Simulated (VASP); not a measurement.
An input for Quantum ESPRESSO's pw.x (written as the equivalent of a VASP run, and not itself run):

```
&CONTROL
  calculation = 'scf'
  pseudo_dir = './pseudo'
  outdir = './out'
  tprnfor = .true.
  tstress = .true.
/
&SYSTEM
  ibrav = 0
  nat = 4
  ntyp = 2
  ecutwfc = 98
  occupations = 'smearing'
  smearing = 'methfessel-paxton'
  degauss = 0.00735
  input_dft = 'pw91'
  nspin = 2
  starting_magnetization(1) = 0.29
  starting_magnetization(2) = 0.06
/
&ELECTRONS
  conv_thr = 7.3e-09
  electron_maxstep = 100
/
ATOMIC_SPECIES
  Fe 55.845 Fe.upf
  Ni 58.693 Ni.upf
CELL_PARAMETERS angstrom
     3.6123060    0.0000000    0.0000000
     0.0000000    3.6123060    0.0000000
     0.0000000    0.0000000    3.6123060
ATOMIC_POSITIONS crystal
  Fe   0.0000000  0.0000000  0.0000000
  Ni   0.0000000  0.5000000  0.5000000
  Ni   0.5000000  0.0000000  0.5000000
  Ni   0.5000000  0.5000000  0.0000000
K_POINTS automatic
  9 9 9 0 0 0
```

Translate this input to VASP (INCAR, KPOINTS, POSCAR, choice of POTCAR).

This is not unique; one that fits is 
POSCAR:
```
Ni3Fe
1
    3.6123059965     0.0000000000     0.0000000000
    0.0000000000     3.6123059965     0.0000000000
    0.0000000000     0.0000000000     3.6123059965
Fe Ni
1 3
Direct
  0.0000000000   0.0000000000   0.0000000000
  0.0000000000   0.5000000000   0.5000000000
  0.5000000000   0.0000000000   0.5000000000
  0.5000000000   0.5000000000   0.0000000000
```

### KPOINTS
```
Automatic mesh
0
Gamma
9 9 9
0 0 0
```

**INCAR**
```
SYSTEM = Ni3Fe
PREC = Accurate; ENCUT = 520; LREAL = F
LASPH = T
EDIFF = 1E-7; NELM = 100; ALGO = Normal
LMAXMIX = 4
ISMEAR = 1; SIGMA = 0.1
GGA = 91
MAGMOM = 2.9 3*0.6
ISPIN = 2
ISIF = 2
LWAVE = F; LCHARG = F; LORBIT = 10
```

POTCAR, in this order: Fe Ni (PBE.64 set). Program: vasp_std.

What does not carry over: the potentials are each code's own (VASP's PAW set, PseudoDojo norm-conserving files in pw.x), so ENCUT and ecutwfc are chosen apart and not converted; conv_thr bounds pw.x's estimated SCF error, while EDIFF bounds the energy change between steps; starting_magnetization is a fraction of the valence charge and MAGMOM a moment in μB, so they match only roughly.

The compound is Ni3Fe in the L1_2 structure. This cell is one point of a volume scan, at 1.06 of the reference volume.
